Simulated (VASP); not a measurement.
Calculation: PBE GGA, VASP's PBE PAW potentials (set 64) (plane waves; VASP).

A VASP calculation is set up with these files.

KPOINTS:
```
Regular mesh
0
Gamma
9 9 9
0 0 0
```

File POSCAR:
```
Bi
1.0
  4.2270570000  -2.3084420000   0.0000000000
  4.2270570000   2.3084420000   0.0000000000
  2.9663910000   0.0000000000   3.7943960000
Bi
2
Cartesian
  2.6723981700   0.0000000000   0.8878886640
  8.7481068300   0.0000000000   2.9065073360
```

### INCAR
```
! general
SYSTEM =Bi
PREC   =Accurate
ENCUT  =300
LREAL  =.FALSE.
LASPH  =.TRUE.

! electronic loop
EDIFF  =1E-6
NELM   =100
ALGO   =Normal
LMAXMIX=4

! smearing
ISMEAR =0
SIGMA  =0.272

! functional
GGA    =PE

! ions
IBRION =2
NSW    =50
ISIF   =3
EDIFFG =-0.01

! output
LWAVE  =.FALSE.
LCHARG =.FALSE.
```

POTCAR, in this order: Bi_d (PBE.64 set). Program: vasp_std.

The run wrote:

File OUTCAR:
```
 ion  position               nearest neighbor table
   1  0.234  0.234  0.234-   2 3.12   2 3.12   2 3.12   2 3.58   2 3.58   2 3.58
   2  0.766  0.766  0.766-   1 3.12   1 3.12   1 3.12   1 3.58   1 3.58   1 3.58
  LATTYP: Found a trigonal (rhomboedric) cell.
 ALAT       =     4.8163176129
 COS(alpha) =     0.5405504707
 Subroutine PRICEL returns:
 Original cell was already a primitive cell.
 Subroutine GETGRP returns: Found 12 space group operations
The static configuration has the point symmetry D_3d.
The dynamic configuration has the point symmetry D_3d.
 Subroutine INISYM returns: Found 12 space group operations
 Subroutine IBZKPT returns following result:
 Found     85 irreducible k-points:

 Following reciprocal coordinates:
            Coordinates               Weight
  0.000000  0.000000  0.000000      1.000000
  0.111111 -0.000000 -0.000000      6.000000
  0.222222 -0.000000  0.000000      6.000000
  0.333333 -0.000000 -0.000000      6.000000
  0.444444 -0.000000  0.000000      6.000000
  0.111111  0.111111 -0.000000      6.000000
  0.222222  0.111111 -0.000000     12.000000
  0.333333  0.111111 -0.000000     12.000000
  0.444444  0.111111 -0.000000     12.000000
 -0.444444  0.111111  0.000000     12.000000
 -0.333333  0.111111  0.000000     12.000000
 -0.222222  0.111111 -0.000000     12.000000
 -0.111111  0.111111  0.000000      6.000000
  0.222222  0.222222  0.000000      6.000000
  0.333333  0.222222 -0.000000     12.000000
  0.444444  0.222222  0.000000     12.000000
 -0.444444  0.222222 -0.000000     12.000000
 -0.333333  0.222222  0.000000     12.000000
 -0.222222  0.222222  0.000000      6.000000
  0.333333  0.333333  0.000000      6.000000
  0.444444  0.333333 -0.000000     12.000000
 -0.444444  0.333333  0.000000     12.000000
 -0.333333  0.333333  0.000000      6.000000
  0.444444  0.444444  0.000000      6.000000
 -0.444444  0.444444  0.000000      6.000000
  0.111111  0.111111  0.111111      2.000000
  0.222222  0.111111  0.111111      6.000000
  0.333333  0.111111  0.111111      6.000000
  0.444444  0.111111  0.111111      6.000000
 -0.444444  0.111111  0.111111      6.000000
 -0.333333  0.111111  0.111111      6.000000
 -0.222222  0.111111  0.111111      6.000000
 -0.111111  0.111111  0.111111      6.000000
  0.222222  0.222222  0.111111      6.000000
  0.333333  0.222222  0.111111     12.000000
  0.444444  0.222222  0.111111     12.000000
 -0.444444  0.222222  0.111111     12.000000
 -0.333333  0.222222  0.111111     12.000000
 -0.222222  0.222222  0.111111     12.000000
 -0.111111  0.222222  0.111111     12.000000
   k-points           NKPTS =     85   k-points in BZ     NKDIM =     85   number of bands    NBANDS=     19
   number of dos      NEDOS =    301   number of ions     NIONS =      2
   total plane-waves  NPLWV =  21952
   dimension x,y,z NGX =    28 NGY =   28 NGZ =   28
   dimension x,y,z NGXF=    56 NGYF=   56 NGZF=   56
   ions per type =               2
   PREC   = accura    normal or accurate (medium, high low for compatibility)
   ISTART =      0    job   : 0-new  1-cont  2-samecut
   ICHARG =      2    charge: 1-file 2-atom 10-const
   ISPIN  =      1    spin polarized calculation?
   LNONCOLLINEAR =      F non collinear calculations
   LSORBIT =      F    spin-orbit coupling
   INIWAV =      1    electr: 0-lowe 1-rand  2-diag
   ENCUT  =  300.0 eV  22.05 Ry    4.70 a.u.   6.80  6.80  6.80*2*pi/ulx,y,z
   NELM   =    100;   NELMIN=  2; NELMDL= -5     # of ELM steps
   EDIFF  = 0.1E-05   stopping-criterion for ELM
   LREAL  =      F    real-space projection
   NLSPLINE    = F    spline interpolate recip. space projectors
...
```

OSZICAR:
```
       N       E                     dE             d eps       ncg     rms          rms(c)
DAV:   1     0.249526321563E+03    0.24953E+03   -0.12789E+04  3286   0.132E+03
DAV:   2     0.111482901868E+02   -0.23838E+03   -0.23482E+03  3311   0.381E+02
DAV:   3    -0.722992759935E+01   -0.18378E+02   -0.18102E+02  3745   0.132E+02
DAV:   4    -0.776007769124E+01   -0.53015E+00   -0.52930E+00  3621   0.247E+01
DAV:   5    -0.778308649470E+01   -0.23009E-01   -0.23007E-01  4457   0.422E+00    0.102E+00
DAV:   6    -0.778281181151E+01    0.27468E-03   -0.14479E-02  3859   0.126E+00    0.631E-01
DAV:   7    -0.778327326878E+01   -0.46146E-03   -0.10090E-02  3452   0.113E+00    0.856E-02
DAV:   8    -0.778343904735E+01   -0.16578E-03   -0.10772E-03  3490   0.359E-01    0.272E-02
DAV:   9    -0.778347077298E+01   -0.31726E-04   -0.68108E-05  4210   0.815E-02    0.995E-03
DAV:  10    -0.778347020843E+01    0.56454E-06   -0.76669E-06  2743   0.290E-02
   1 F= -.77834702E+01 E0= -.77788639E+01  d E =-.778347E+01
       N       E                     dE             d eps       ncg     rms          rms(c)
DAV:   1    -0.806713779683E+01   -0.28367E+00   -0.76671E+00  3545   0.422E+01    0.275E+00
DAV:   2    -0.783004212355E+01    0.23710E+00   -0.47103E-01  3503   0.107E+01    0.113E+00
DAV:   3    -0.778654912096E+01    0.43493E-01   -0.19187E-01  4165   0.638E+00    0.127E-01
DAV:   4    -0.778671381107E+01   -0.16469E-03   -0.39056E-03  3245   0.594E-01    0.615E-02
DAV:   5    -0.778702240951E+01   -0.30860E-03   -0.12472E-03  3475   0.362E-01    0.381E-02
DAV:   6    -0.778699576315E+01    0.26646E-04   -0.11152E-04  3477   0.150E-01    0.332E-03
DAV:   7    -0.778699674962E+01   -0.98647E-06   -0.45490E-06  3029   0.257E-02
   2 F= -.77869967E+01 E0= -.77826018E+01  d E =-.352654E-02
       N       E                     dE             d eps       ncg     rms          rms(c)
DAV:   1    -0.780803967896E+01   -0.21044E-01   -0.58262E-01  3542   0.121E+01    0.736E-01
DAV:   2    -0.779091153469E+01    0.17128E-01   -0.32804E-02  3500   0.286E+00    0.309E-01
DAV:   3    -0.778758937673E+01    0.33222E-02   -0.14877E-02  4146   0.177E+00    0.360E-02
DAV:   4    -0.778757756296E+01    0.11814E-04   -0.31678E-04  3263   0.186E-01    0.165E-02
DAV:   5    -0.778757981849E+01   -0.22555E-05   -0.10216E-04  3737   0.117E-01    0.120E-02
DAV:   6    -0.778757838611E+01    0.14324E-05   -0.11736E-05  3874   0.550E-02    0.148E-03
DAV:   7    -0.778757796345E+01    0.42266E-06   -0.30625E-07  1645   0.759E-03
   3 F= -.77875780E+01 E0= -.77831308E+01  d E =-.410776E-02
       N       E                     dE             d eps       ncg     rms          rms(c)
DAV:   1    -0.778763493953E+01   -0.56553E-04   -0.16665E-03  3539   0.640E-01    0.395E-02
DAV:   2    -0.778758410103E+01    0.50839E-04   -0.94788E-05  3497   0.154E-01    0.165E-02
DAV:   3    -0.778757503414E+01    0.90669E-05   -0.42174E-05  4127   0.944E-02    0.192E-03
DAV:   4    -0.778757581753E+01   -0.78339E-06   -0.79782E-07  1653   0.961E-03
   4 F= -.77875758E+01 E0= -.77831317E+01  d E =-.410561E-02
       N       E                     dE             d eps       ncg     rms          rms(c)
DAV:   1    -0.779199626385E+01   -0.44212E-02   -0.12884E-01  3542   0.562E+00    0.349E-01
DAV:   2    -0.778813117031E+01    0.38651E-02   -0.74341E-03  3500   0.136E+00    0.145E-01
DAV:   3    -0.778740212743E+01    0.72904E-03   -0.32726E-03  4157   0.832E-01    0.168E-02
DAV:   4    -0.778741002061E+01   -0.78932E-05   -0.68322E-05  3254   0.841E-02    0.784E-03
DAV:   5    -0.778742031432E+01   -0.10294E-04   -0.22085E-05  3651   0.525E-02    0.542E-03
DAV:   6    -0.778741918107E+01    0.11333E-05   -0.20499E-06  1982   0.236E-02    0.532E-04
DAV:   7    -0.778741933705E+01   -0.15598E-06   -0.21017E-07  1615   0.544E-03
   5 F= -.77874193E+01 E0= -.77830002E+01  d E =-.394913E-02
       N       E                     dE             d eps       ncg     rms          rms(c)
DAV:   1    -0.779114675061E+01   -0.37276E-02   -0.10131E-01  3542   0.502E+00    0.308E-01
DAV:   2    -0.778815916218E+01    0.29876E-02   -0.57546E-03  3500   0.120E+00    0.129E-01
DAV:   3    -0.778758031841E+01    0.57884E-03   -0.25819E-03  4154   0.738E-01    0.150E-02
DAV:   4    -0.778757485513E+01    0.54633E-05   -0.54114E-05  3260   0.762E-02    0.691E-03
DAV:   5    -0.778757196675E+01    0.28884E-05   -0.17551E-05  3693   0.477E-02    0.492E-03
DAV:   6    -0.778757201793E+01   -0.51185E-07   -0.16461E-06  1657   0.219E-02
   6 F= -.77875720E+01 E0= -.77831307E+01  d E =-.410181E-02
       N       E                     dE             d eps       ncg     rms          rms(c)
DAV:   1    -0.778864997497E+01   -0.10780E-02   -0.17490E-01  3527   0.325E+00    0.171E-01
DAV:   2    -0.778840088203E+01    0.24909E-03   -0.66798E-03  4863   0.933E-01    0.105E-01
DAV:   3    -0.778801742557E+01    0.38346E-03   -0.11946E-03  4505   0.577E-01    0.204E-02
DAV:   4    -0.778803288066E+01   -0.15455E-04   -0.25163E-04  3482   0.226E-01    0.118E-02
DAV:   5    -0.778803492110E+01   -0.20404E-05   -0.25746E-05  4344   0.656E-02    0.414E-03
DAV:   6    -0.778803387770E+01    0.10434E-05   -0.33294E-06  2268   0.293E-02    0.139E-03
DAV:   7    -0.778803411584E+01   -0.23814E-06   -0.60521E-07  1615   0.105E-02
   7 F= -.77880341E+01 E0= -.77835372E+01  d E =-.462098E-03
       N       E                     dE             d eps       ncg     rms          rms(c)
DAV:   1    -0.778899654409E+01   -0.96267E-03   -0.20467E-01  3530   0.351E+00    0.185E-01
DAV:   2    -0.778870695736E+01    0.28959E-03   -0.78337E-03  4866   0.101E+00    0.113E-01
DAV:   3    -0.778825806787E+01    0.44889E-03   -0.13965E-03  4494   0.625E-01    0.221E-02
DAV:   4    -0.778827590228E+01   -0.17834E-04   -0.29439E-04  3485   0.244E-01    0.127E-02
DAV:   5    -0.778827808458E+01   -0.21823E-05   -0.30160E-05  4339   0.712E-02    0.448E-03
DAV:   6    -0.778827689719E+01    0.11874E-05   -0.39559E-06  2419   0.317E-02    0.151E-03
DAV:   7    -0.778827715975E+01   -0.26256E-06   -0.68882E-07  1615   0.113E-02
   8 F= -.77882772E+01 E0= -.77837023E+01  d E =-.705142E-03
       N       E                     dE             d eps       ncg     rms          rms(c)
DAV:   1    -0.778840084772E+01   -0.12395E-03   -0.29002E-02  3533   0.133E+00    0.695E-02
DAV:   2    -0.778835977281E+01    0.41075E-04   -0.11125E-03  4869   0.383E-01    0.427E-02
DAV:   3    -0.778829578764E+01    0.63985E-04   -0.20124E-04  4424   0.237E-01    0.848E-03
DAV:   4    -0.778829897646E+01   -0.31888E-05   -0.43259E-05  3491   0.940E-02    0.490E-03
DAV:   5    -0.778829987303E+01   -0.89657E-06   -0.42428E-06  2634   0.277E-02
   9 F= -.77882999E+01 E0= -.77836901E+01  d E =-.727855E-03
```

**OUTCAR**
```
------------------------ aborting loop because EDIFF is reached ----------------------------------------
  FORCE on cell =-STRESS in cart. coord.  units (eV):
  Direction    XX          YY          ZZ          XY          YZ          ZX
  --------------------------------------------------------------------------------------
  Total       -0.0010952      0.0081287      0.0071105      0.0000000      0.0000000     -0.0030646
  in kB       -0.0242547      0.1800175      0.1574687      0.0000000      0.0000000     -0.0678683
  external PRESSURE =       0.1044105 kB  Pullay stress =       0.0000000 kB
  volume of cell :       72.35
      direct lattice vectors                 reciprocal lattice vectors
     4.218609883 -2.282855544  0.012759846     0.118806100 -0.219023933 -0.093777570
     4.218609883  2.282855544  0.012759846     0.118806100  0.219023933 -0.093777570
     2.971916939  0.000000000  3.765099262    -0.000805263  0.000000000  0.266232868
 POSITION                                       TOTAL-FORCE (eV/Angst)
 -----------------------------------------------------------------------------------
      2.67649      0.00000      0.88925         0.008893      0.000000      0.002955
      8.73265      0.00000      2.90137        -0.008893      0.000000     -0.002955
 -----------------------------------------------------------------------------------
    total drift:                                0.000000     -0.000000      0.000000
  FREE ENERGIE OF THE ION-ELECTRON SYSTEM (eV)
  ---------------------------------------------------
  free  energy   TOTEN  =        -7.7882998730 eV

  energy  without entropy=       -7.7790804023  energy(sigma->0) =       -7.78369014

 reached required accuracy - stopping structural energy minimisation
```
(Selected blocks of OUTCAR.)

File CONTCAR:
```
Bi
   1.00000000000000
     4.2186098830832641   -2.2828555440372811    0.0127598460747897
     4.2186098830832641    2.2828555440372811    0.0127598460747897
     2.9719169385733237    0.0000000000000000    3.7650992621877086
  Bi
     2
Direct
     0.2345918092628214    0.2345918092628214    0.2345918092627372
     0.7654081907371787    0.7654081907371787    0.7654081907372627
```

At this cut-off the stress carries a Pulay error, which pulls relaxed volumes low. Energy and stress use the plane-wave basis of the starting cell.

The structure is a typed Bi crystal. This run relaxes it. Symmetry was kept, so distortions that lower it aren't found. The run is one of a series of settings (EDIFFG = -0.01, IBRION = 2, ISIF = 3, NSW = 50 against the base run), some of them coarse on purpose.
